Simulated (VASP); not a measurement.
Input:

```
CsSnI3
1.0
    6.23871     0.00000     0.00000
    0.00000     6.23871     0.00000
    0.00000     0.00000     6.23871
Cs Sn I
1 1 3
Cartesian
  0.00000   0.00000   0.00000
  3.11935   3.11935   3.11935
  3.11935   0.00000   3.11935
  0.00000   3.11935   3.11935
  3.11935   3.11935   0.00000
```

All values below come from TPSS meta-GGA, VASP's PBE PAW potentials (set 64) (plane waves; VASP). Run with 520 eV cut-off, 4×4×4 Γ-centred mesh, tetrahedra with Blöchl corrections, potentials Cs_sv Sn_d I.

Unless said otherwise, spin-orbit coupling is left out, though it shifts the bands of the heavy elements here.

Problem. Give the energies of bands 13 to 25 at the high-symmetry points, in eV from the valence-band maximum.

Solution. 
| band | Γ | X | M | R |
|---|---|---|---|---|
| 13 | -6.20 | -7.07 | -7.79 | -8.45 |
| 14 | -4.64 | -4.53 | -4.36 | -3.24 |
| 15 | -4.64 | -4.53 | -3.39 | -3.24 |
| 16 | -4.64 | -3.02 | -2.68 | -3.24 |
| 17 | -2.31 | -2.55 | -2.68 | -2.48 |
| 18 | -2.31 | -2.55 | -2.61 | -2.48 |
| 19 | -2.31 | -2.46 | -2.61 | -1.73 |
| 20 | -2.15 | -2.27 | -2.48 | -1.73 |
| 21 | -2.15 | -2.27 | -1.74 | -1.73 |
| 22 | -2.15 | -1.54 | -0.76 | 0.00 |
| 23 | 2.60 | 1.25 | 0.92 | 0.47 |
| 24 | 3.49 | 4.10 | 0.92 | 0.47 |
| 25 | 3.49 | 4.28 | 4.07 | 0.47 |

The gap is direct, 0.47 eV, from the valence maximum at R to the conduction minimum at R.

The compound is CsSnI3 in the cubic perovskite structure, the ideal cubic form; the compound distorts at low or room temperature. It was relaxed first.
